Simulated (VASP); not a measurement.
## LiY3: single point with PBE

The system is LiY3.

```
Y Li
1.0
     4.91971    0.00000    0.00000
     0.00000    4.91971    0.00000
     0.00000    0.00000    4.91971
Y Li
3 1
Direct
  0.00000 0.50000 0.50000
  0.50000 0.00000 0.50000
  0.50000 0.50000 0.00000
  0.00000 0.00000 0.00000
```

The cell comes from a database or a generator and needn't be the stable form of this composition.

```yaml
Program: VASP 6.6.1
Task: single point
Functional: PBE
Potentials_or_basis: VASP PAW PBE potentials, release 64 (Y_sv, Li_sv)
Cutoff: 520 eV
k_mesh: 6 × 6 × 6
Occupations: fermi-dirac, width 0.05 eV
Spin: no spin polarisation
```

* Band gap on the k mesh: none (metal or under the smearing width)

Levels at points of the mesh, in eV from the Fermi level:
```csv
k point,band 15,band 16,band 17,band 18,band 19,band 20,band 21,band 22
"(0.00, 0.00, 0.00)",-1.95,-0.73,-0.73,-0.36,-0.36,-0.36,1.93,1.93
"(0.50, 0.00, 0.00)",-2.35,-1.03,0.02,0.02,0.03,0.59,1.12,1.12
"(0.50, 0.50, 0.00)",-1.71,-1.13,-1.08,-0.05,0.32,0.56,0.56,1.36
"(0.50, 0.50, 0.50)",-1.44,-1.44,-1.44,0.45,0.45,0.45,0.85,1.59
```

It took 51 s on 1 thread of Intel(R) Xeon(R) 6975P-C (Granite Rapids) (shared host), peak memory 0.27 GiB.
